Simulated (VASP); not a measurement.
Given:

```yaml
crystal:
  lattice:
    - [0.00000, 2.76675, 2.76675]
    - [2.76675, 0.00000, 2.76675]
    - [2.76675, 2.76675, 0.00000]
  atoms:
    - { symbol: Ba, position: [0.00000, 0.00000, 0.00000] }
    - { symbol: O, position: [0.50000, 0.50000, 0.50000] }
```

These are PBEsol GGA, VASP's PBE PAW potentials (set 64) (plane waves; VASP) values and carry that method's errors. Numerical set-up: 520 eV cut-off, 9×9×9 Γ-centred mesh, tetrahedra with Blöchl corrections, potentials Ba_sv O.

The job: BaO (rock salt), 2 atoms, PBEsol, static run, 520 eV, 9×9×9 Γ-centred mesh. Roughly how much core time does it take on a busy server core?

About 40 core-seconds (one run on a shared machine, a rough figure). It had 35 irreducible k-points, 12 bands, up to 1155 plane waves and 15 electronic steps.

The compound is BaO in the rock salt structure. It was relaxed first.
